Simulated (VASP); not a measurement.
OSZICAR of a VASP run on FePt (L1_0):

File OSZICAR:
```
       N       E                     dE             d eps       ncg     rms          rms(c)
DAV:   1     0.782774646554E+02    0.78277E+02   -0.74439E+03 15372   0.109E+03
DAV:   2    -0.134789637817E+02   -0.91756E+02   -0.82283E+02 15022   0.232E+02
DAV:   3    -0.160211162831E+02   -0.25422E+01   -0.24870E+01 18460   0.471E+01
DAV:   4    -0.160474103432E+02   -0.26294E-01   -0.26286E-01 16939   0.414E+00
DAV:   5    -0.160481593557E+02   -0.74901E-03   -0.74900E-03 19716   0.788E-01    0.178E+01
DAV:   6    -0.167318484270E+02   -0.68369E+00   -0.11818E+01 15875   0.786E+01    0.209E+01
DAV:   7    -0.148327169736E+02    0.18991E+01   -0.81353E+00 18833   0.775E+01    0.917E+00
DAV:   8    -0.147490590794E+02    0.83658E-01   -0.46707E-01 18081   0.110E+01    0.436E+00
DAV:   9    -0.146787733906E+02    0.70286E-01   -0.13370E-01 21484   0.771E+00    0.191E+00
DAV:  10    -0.146695063567E+02    0.92670E-02   -0.31850E-02 22764   0.345E+00    0.663E-01
DAV:  11    -0.146691965563E+02    0.30980E-03   -0.33182E-03 21265   0.101E+00    0.258E-01
DAV:  12    -0.146690510005E+02    0.14556E-03   -0.39740E-04 21280   0.334E-01    0.735E-02
DAV:  13    -0.146690486313E+02    0.23692E-05   -0.33885E-05 19998   0.894E-02    0.370E-02
DAV:  14    -0.146690474524E+02    0.11790E-05   -0.86516E-06 18459   0.648E-02    0.913E-03
DAV:  15    -0.146690475735E+02   -0.12117E-06   -0.10548E-06  9342   0.219E-02
   1 F= -.14669048E+02 E0= -.14669048E+02  d E =0.000000E+00  mag=     3.1886
```

Task: Which electronic solver shows in the log?

Result: It is blocked Davidson (ALGO = Normal, or the opening steps of other solvers). The INCAR had ALGO = Normal.

Task: How was spin treated?

Result: Collinear spin (ISPIN = 2): the summary line carries one mag value, 3.19 μB in the cell.

Task: Can the final energy be trusted as converged?

Result: Self-consistency was reached. It stopped with EDIFF = 1E-6, NELM = 100 (PBE GGA, plane waves, VASP's PBE PAW potentials (set 64)).

The compound is FePt in the L1_0 structure. The cell was not relaxed at this level, atoms are displaced from their ideal sites. The run is one of a series of settings (ISMEAR = -4, SIGMA removed against the base run), some of them coarse on purpose.
